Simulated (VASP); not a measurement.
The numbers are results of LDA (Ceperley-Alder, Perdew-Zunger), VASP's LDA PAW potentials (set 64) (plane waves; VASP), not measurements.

The input files of a VASP run:

**INCAR**
```
SYSTEM = Si
PREC = Accurate; ENCUT = 400; LREAL = .False.
LASPH = .True.; NBANDS = 24
EDIFF = 1E-7; NELM = 100; ALGO = Normal
ISMEAR = 0; SIGMA = 0.01
LWAVE = .False.; LCHARG = .False.; NEDOS = 1001
LOPTICS = .True.; CSHIFT = 0.1
```

POSCAR:
```
Si
1
    0.0000000000     2.7014653578     2.7014653578
    2.7014653578    -0.0000000000     2.7014653578
    2.7014653578     2.7014653578    -0.0000000000
Si
2
Direct
  0.0000000000   0.0000000000   0.0000000000
  0.2500000000   0.2500000000   0.2500000000
```

**KPOINTS**
```
Automatic mesh
0
Gamma
19 19 19
0 0 0
```

POTCAR, in this order: Si (LDA.64 set). Program: vasp_std.

The run wrote:

File OSZICAR:
```
       N       E                     dE             d eps       ncg     rms          rms(c)
DAV:   1     0.609543556156E+01    0.60954E+01   -0.24050E+03 10608   0.208E+02
DAV:   2    -0.117744053938E+02   -0.17870E+02   -0.17227E+02 13800   0.550E+01
DAV:   3    -0.121889910243E+02   -0.41459E+00   -0.41276E+00 13488   0.635E+00
DAV:   4    -0.121904753782E+02   -0.14844E-02   -0.14843E-02 12312   0.467E-01
DAV:   5    -0.121904810815E+02   -0.57034E-05   -0.57034E-05 13592   0.278E-02    0.510E+00
DAV:   6    -0.120036353634E+02    0.18685E+00   -0.66843E-02 12856   0.598E-01    0.305E+00
DAV:   7    -0.119194790889E+02    0.84156E-01   -0.12360E-01 13136   0.835E-01    0.213E-01
DAV:   8    -0.119194906733E+02   -0.11584E-04   -0.49286E-03 12160   0.214E-01    0.107E-01
DAV:   9    -0.119194784921E+02    0.12181E-04   -0.68215E-05 13384   0.255E-02    0.573E-02
DAV:  10    -0.119194792082E+02   -0.71608E-06   -0.51368E-06 12448   0.724E-03    0.140E-02
DAV:  11    -0.119194784216E+02    0.78658E-06   -0.29586E-06 12896   0.390E-03    0.349E-03
DAV:  12    -0.119194784311E+02   -0.94872E-08   -0.91688E-08 12616   0.921E-04
   1 F= -.11919478E+02 E0= -.11919478E+02  d E =-.886631E-33
 imaginary and real dielectric function
```

### OUTCAR
```
------------------------ aborting loop because EDIFF is reached ----------------------------------------
  FORCE on cell =-STRESS in cart. coord.  units (eV):
  Direction    XX          YY          ZZ          XY          YZ          ZX
  --------------------------------------------------------------------------------------
  Total       -0.0019359     -0.0019359     -0.0019359      0.0000000      0.0000000      0.0000000
  in kB       -0.0786625     -0.0786625     -0.0786625      0.0000000      0.0000000      0.0000000
  external PRESSURE =      -0.0786625 kB  Pullay stress =       0.0000000 kB
  volume of cell :       39.43
      direct lattice vectors                 reciprocal lattice vectors
     0.000000000  2.701465358  2.701465358    -0.185084735  0.185084735  0.185084735
     2.701465358  0.000000000  2.701465358     0.185084735 -0.185084735  0.185084735
     2.701465358  2.701465358  0.000000000     0.185084735  0.185084735 -0.185084735
 POSITION                                       TOTAL-FORCE (eV/Angst)
 -----------------------------------------------------------------------------------
      0.00000      0.00000      0.00000         0.000000      0.000000      0.000000
      1.35073      1.35073      1.35073        -0.000000     -0.000000     -0.000000
 -----------------------------------------------------------------------------------
    total drift:                                0.000000      0.000000     -0.000000
  FREE ENERGIE OF THE ION-ELECTRON SYSTEM (eV)
  ---------------------------------------------------
  free  energy   TOTEN  =       -11.9194784311 eV

  energy  without entropy=      -11.9194784311  energy(sigma->0) =      -11.91947843

 plasma frequency squared (from intraband transitions) (eV^2)
  --------------------------------------------------------------------------------------
       0.000      -0.000       0.000
       0.000       0.000      -0.000
      -0.000      -0.000       0.000

 plasma frequency squared (from interband transitions, int dw w eps(2)(w)) (eV^2)
  --------------------------------------------------------------------------------------
     249.966       0.000       0.000       0.000       0.000       0.000
       0.000      -0.000     249.966       0.000      -0.000      -0.000
       0.000      -0.000      -0.000       0.000     249.966       0.000
```
(Selected blocks of OUTCAR.)

The compound is Si in the diamond structure. It was relaxed first.
